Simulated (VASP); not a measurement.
Output of a VASP run:

OSZICAR:
```
...
DAV:   4    -0.151382951561E+02   -0.17056E+00   -0.17046E+00   260   0.834E+00
DAV:   5    -0.151415528711E+02   -0.32577E-02   -0.32576E-02   318   0.110E+00    0.125E+01
DAV:   6    -0.144913654329E+02    0.65019E+00   -0.51692E+00   238   0.222E+01    0.701E+00
DAV:   7    -0.143278216658E+02    0.16354E+00   -0.12763E+00   266   0.117E+01    0.324E+00
DAV:   8    -0.142914449734E+02    0.36377E-01   -0.80824E-02   287   0.287E+00    0.704E-01
DAV:   9    -0.142887955110E+02    0.26495E-02   -0.19899E-02   301   0.134E+00    0.209E-01
DAV:  10    -0.142888307282E+02   -0.35217E-04   -0.17523E-03   294   0.365E-01    0.898E-02
DAV:  11    -0.142888803097E+02   -0.49582E-04   -0.41877E-05   294   0.533E-02    0.376E-02
DAV:  12    -0.142888944334E+02   -0.14124E-04   -0.55008E-05   266   0.660E-02    0.688E-03
DAV:  13    -0.142889187329E+02   -0.24299E-04   -0.59172E-06   245   0.154E-02    0.308E-03
DAV:  14    -0.142889520451E+02   -0.33312E-04   -0.91074E-06   252   0.122E-02    0.259E-03
DAV:  15    -0.142889658379E+02   -0.13793E-04   -0.16988E-06   197   0.505E-03    0.124E-03
DAV:  16    -0.142889704589E+02   -0.46209E-05   -0.39460E-07   224   0.224E-03    0.831E-04
DAV:  17    -0.142889739458E+02   -0.34870E-05   -0.24749E-07   217   0.232E-03    0.399E-04
DAV:  18    -0.142889763176E+02   -0.23718E-05   -0.53228E-08   224   0.858E-04    0.288E-04
DAV:  19    -0.142889783112E+02   -0.19936E-05   -0.49011E-08   203   0.985E-04    0.208E-04
DAV:  20    -0.142889791756E+02   -0.86435E-06   -0.16767E-08   196   0.595E-04
   1 F= -.15182187E+02 E0= -.15182187E+02  d E =-.151822E+02
       N       E                     dE             d eps       ncg     rms          rms(c)
DAV:   1    -0.142883182264E+02    0.66008E-03   -0.19900E-02   266   0.950E-01    0.101E-01
DAV:   2    -0.142881060115E+02    0.21221E-03   -0.82995E-04   252   0.238E-01    0.446E-02
DAV:   3    -0.142880457127E+02    0.60299E-04   -0.98523E-05   280   0.824E-02    0.228E-02
DAV:   4    -0.142880212129E+02    0.24500E-04   -0.45336E-05   287   0.425E-02    0.111E-02
DAV:   5    -0.142880156850E+02    0.55279E-05   -0.66312E-06   287   0.167E-02    0.379E-03
DAV:   6    -0.142880151325E+02    0.55252E-06   -0.12950E-06   224   0.541E-03
   2 F= -.15182351E+02 E0= -.15182351E+02  d E =-.164976E-03
       N       E                     dE             d eps       ncg     rms          rms(c)
DAV:   1    -0.142871929227E+02    0.82276E-03   -0.13133E-01   266   0.244E+00    0.261E-01
DAV:   2    -0.142857746813E+02    0.14182E-02   -0.54977E-03   252   0.612E-01    0.115E-01
DAV:   3    -0.142853786845E+02    0.39600E-03   -0.65826E-04   280   0.212E-01    0.588E-02
DAV:   4    -0.142852191032E+02    0.15958E-03   -0.29854E-04   287   0.109E-01    0.288E-02
DAV:   5    -0.142851871413E+02    0.31962E-04   -0.45186E-05   294   0.432E-02    0.979E-03
DAV:   6    -0.142851850487E+02    0.20926E-05   -0.96510E-06   266   0.142E-02    0.381E-03
DAV:   7    -0.142851964850E+02   -0.11436E-04   -0.26699E-06   198   0.729E-03    0.252E-03
DAV:   8    -0.142852152146E+02   -0.18730E-04   -0.37337E-06   222   0.833E-03    0.153E-03
DAV:   9    -0.142852291337E+02   -0.13919E-04   -0.20588E-06   197   0.487E-03    0.986E-04
DAV:  10    -0.142852319100E+02   -0.27764E-05   -0.13851E-07   217   0.143E-03    0.598E-04
DAV:  11    -0.142852352375E+02   -0.33275E-05   -0.34706E-07   203   0.146E-03    0.396E-04
DAV:  12    -0.142852361332E+02   -0.89567E-06   -0.40249E-08   224   0.633E-04
   3 F= -.15182478E+02 E0= -.15182478E+02  d E =-.291846E-03
```

**OUTCAR**
```
------------------------ aborting loop because EDIFF is reached ----------------------------------------
 Edisp (eV)   -0.89724
  FORCE on cell =-STRESS in cart. coord.  units (eV):
  Direction    XX          YY          ZZ          XY          YZ          ZX
  --------------------------------------------------------------------------------------
  Total       0.00222     0.00222    -0.03124     0.00000     0.00000     0.00000
  in kB       0.01591     0.01591    -0.22344     0.00000     0.00000     0.00000
  external pressure =       -0.06 kB  Pullay stress =        0.00 kB
  volume of cell :      224.00
      direct lattice vectors                 reciprocal lattice vectors
     3.707325152 -0.000000000 -0.000000000     0.269736254  0.155732288 -0.000000000
    -1.853662576  3.210637999  0.000000000     0.000000000  0.311464575 -0.000000000
     0.000000000  0.000000000 18.818906646     0.000000000  0.000000000  0.053138050
 POSITION                                       TOTAL-FORCE (eV/Angst)
 -----------------------------------------------------------------------------------
      1.85366      1.07021      8.08617        -0.000000      0.000000     -0.001412
     -0.00000      2.14043     10.73273         0.000000     -0.000000      0.001412
      0.00000     -0.00000      9.40945         0.000000      0.000000      0.000000
 -----------------------------------------------------------------------------------
    total drift:                                0.000000      0.000000      0.000000
  FREE ENERGIE OF THE ION-ELECTRON SYSTEM (eV)
  ---------------------------------------------------
  free  energy   TOTEN  =       -15.1824783618 eV

  energy  without entropy=      -15.1824783618  energy(sigma->0) =      -15.18247836

 reached required accuracy - stopping structural energy minimisation
```
(Selected blocks of OUTCAR.)

### POSCAR
```
PtSe2 monolayer
1
    3.7165349539     0.0000000000     0.0000000000
   -1.8582674769     3.2186139277     0.0000000000
   -0.0000000000     0.0000000000    18.7257533601
Se Pt
2 1
Direct
  0.6666670000   0.3333330000   0.4295259959
  0.3333330000   0.6666670000   0.5704740041
  0.0000000000   0.0000000000   0.5000000000
```

Task: Write an INCAR and KPOINTS that could have produced this output.

Result: One answer among several that fit: the input of the run itself, PBE GGA with D3 dispersion (Becke-Johnson damping), plane waves, VASP's PBE PAW potentials (set 64).

### INCAR
```
GGA=PE   ! PBE
LMAXMIX=6
PREC=Accurate
NELM=100   ! most electronic steps
LWAVE=F
SYSTEM=PtSe2 monolayer
ISMEAR=0
LASPH=T
NSW=60
LCHARG=F
ENCUT=400
ALGO=Normal   ! blocked Davidson
LREAL=F   ! projection in real space or not
EDIFFG=-0.02   ! ionic stop
IVDW=12   ! D3, Becke-Johnson
IBRION=2
EDIFF=1E-6   ! SCF stop (eV)
SIGMA=0.05
ISIF=4
```

KPOINTS:
```
Automatic mesh
0
Gamma
6 6 1
0 0 0
```

POTCAR, in this order: Se Pt (PBE.64 set). Program: vasp_std.

The cell holds a wide vacuum, so values per volume refer to the whole cell.

The cell is a sheet with vacuum, built from a generated structure.
